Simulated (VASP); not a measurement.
VASP runs on SnS$_{2}$ (a trial cell in the fluorite structure, space group Fm-3m) share one base input (PBE GGA, plane waves, VASP's PBE PAW potentials (set 64)) and change the settings named in each case.

INCAR:
```
SYSTEM = SnS2
PREC = Accurate
ENCUT = 400
EDIFF = 1E-6
NELM = 100
ALGO = Normal
LREAL = .FALSE.
LASPH = .TRUE.
ISMEAR = 0
SIGMA = 0.05
GGA = PE
LMAXMIX = 4
LWAVE = .FALSE.
LCHARG = .FALSE.
ISIF = 2
```

POSCAR:
```
SnS2
1
    0.0000000000     3.0313750000     3.0313750000
    3.0313750000     0.0000000000     3.0313750000
    3.0313750000     3.0313750000     0.0000000000
Sn S
1 2
Direct
  0.0000000000   0.0000000000   0.0000000000
  0.2500000000   0.2500000000   0.2500000000
  0.7500000000   0.7500000000   0.7500000000
```

**KPOINTS**
```
Automatic mesh
0
Gamma
6 6 6
0 0 0
```

POTCAR, in this order: Sn_d S (PBE.64 set). Program: vasp_std.

| change | E(σ→0) (eV/atom) | pressure (GPa) | −TS (eV) | irreducible k-points |
|---|---|---|---|---|
| base run | -3.6386 | 20.32 | -0.0038 | 16 |
| KPOINTS 1×1×1 Γ-centred mesh | -0.1405 | 36.50 | -0.0377 | 1 |
| KPOINTS 3×3×3 Γ-centred mesh | -3.6847 | 19.86 | -0.0123 | 4 |
| KPOINTS 4×4×4 Γ-centred mesh | -3.6393 | 20.54 | -0.0070 | 8 |
| KPOINTS 8×8×8 Γ-centred mesh | -3.6372 | 20.46 | -0.0042 | 29 |
| KPOINTS 10×10×10 Γ-centred mesh | -3.6374 | 20.13 | -0.0022 | 47 |
| KPOINTS 11×11×11 Γ-centred mesh | -3.6369 | 20.10 | -0.0019 | 56 |
 Unless said otherwise, spin-orbit coupling is left out, though it shifts the bands of the heavy elements here.

Left out are runs that ran out of time, are held back, or changed the cell or the kind of run, fixed moments of cells without a moment, rows past the twelfth, gaps on odd meshes, pressures of charged cells and columns that move by less than the noise.

The structure was generated: SnS2 was put into the fluorite type (Fm-3m), which need not be its known phase. The cell was not relaxed at this level.
